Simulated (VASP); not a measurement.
VASP runs on Ba (space group Im-3m) share one base input (PBE GGA, plane waves, VASP's PBE PAW potentials (set 64)) and change the settings named in each case.

### KPOINTS
```
K-points
0
Gamma
 12 12 12
0 0 0
```

INCAR:
```
# general
SYSTEM   =  Ba
PREC     =  Accurate
ENCUT    =  300
LREAL    =  .False.
LASPH    =  .True.

# electronic loop
EDIFF    =  1E-6
NELM     =  100
ALGO     =  Normal
LMAXMIX  =  4

# smearing
ISMEAR   =  0
SIGMA    =  0.1

# functional
GGA      =  PE

# ions
ISIF     =  2

# output
LWAVE    =  .False.
LCHARG   =  .False.
```

**POSCAR**
```
Ba
1
   -2.5150200000     2.5150200000     2.5150200000
    2.5150200000    -2.5150200000     2.5150200000
    2.5150200000     2.5150200000    -2.5150200000
Ba
1
Direct
  0.0000000000   0.0000000000   0.0000000000
```

POTCAR, in this order: Ba_sv (PBE.64 set). Program: vasp_std.

| change | E(σ→0) (eV/atom) | pressure (GPa) | −TS (eV) |
|---|---|---|---|
| base run | -1.9080 | -0.01 | -0.0062 |
| GGA removed, POTCAR Ba_sv (LDA.64 set) | -2.2065 | -1.33 | -0.0066 |
| GGA_COMPAT = .FALSE., LNONCOLLINEAR = .TRUE., LSORBIT = .TRUE., MAGMOM = 0.0 0.0 0.0, program vasp_ncl | -2.1066 | -0.04 | -0.0063 |
| KPOINTS 1×1×1 Γ-centred mesh | -4.8289 | 4.86 | 0.0000 |
 Energies of different potentials or functionals have different zeros.  Unless said otherwise, spin-orbit coupling is left out, though it shifts the bands of the heavy elements here. At 300 eV the pressure can carry a Pulay error.

Left out are runs that ran out of time, are held back, or changed the cell or the kind of run, fixed moments of cells without a moment, rows past the twelfth, gaps on odd meshes, pressures of charged cells and columns that move by less than the noise.

The structure is a typed Ba crystal (Im-3m). The cell was not relaxed at this level, its lattice was scaled by up to 2.5 %.
